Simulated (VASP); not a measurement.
The cell holds one RbBr (rock salt) (100) slab, with vacuum along c, ions free to move until forces fall under 0.03 eV/Å, no reconstruction beyond this cell, dipole correction on. Ionisation potential and electron affinity count from the cell's own band edges, surface states included.

Input:

```yaml
crystal:
  lattice:
    - [4.89515, 0.00000, 0.00000]
    - [0.00000, 4.89515, 0.00000]
    - [0.00000, 0.00000, 28.91695]
  atoms:
    - { symbol: Br, position: [0.00000, 0.50000, 0.32022] }
    - { symbol: Br, position: [0.00000, 0.50000, 0.56003] }
    - { symbol: Br, position: [0.50000, 0.00000, 0.43997] }
    - { symbol: Br, position: [0.50000, 0.00000, 0.67978] }
    - { symbol: Rb, position: [0.50000, 0.00000, 0.32062] }
    - { symbol: Rb, position: [0.00000, 0.50000, 0.44006] }
    - { symbol: Rb, position: [0.50000, 0.00000, 0.55994] }
    - { symbol: Rb, position: [0.00000, 0.50000, 0.67938] }
```

Calculation: r2SCAN meta-GGA, VASP's PBE PAW potentials (set 64) (plane waves; VASP 6.6.1). Run with 400 eV cut-off, 4×4×1 Γ-centred mesh, Gaussian smearing of 0.050 eV, potentials Br Rb_sv.

Slab and bulk use different k-meshes, so the surface energy is good to a few per cent at best.

Question: Predict its surface energy, ionisation potential, electron affinity, band gap (on the k-mesh).

Answer: 
The surface energy is 7 meV/Å², the ionisation potential is 6.06 eV and the electron affinity comes out as 1.14 eV. The band gap (on the k-mesh) comes out as 4.93 eV.

The cell is a thin slab with vacuum, built from RbBr (rock salt): (100) face.
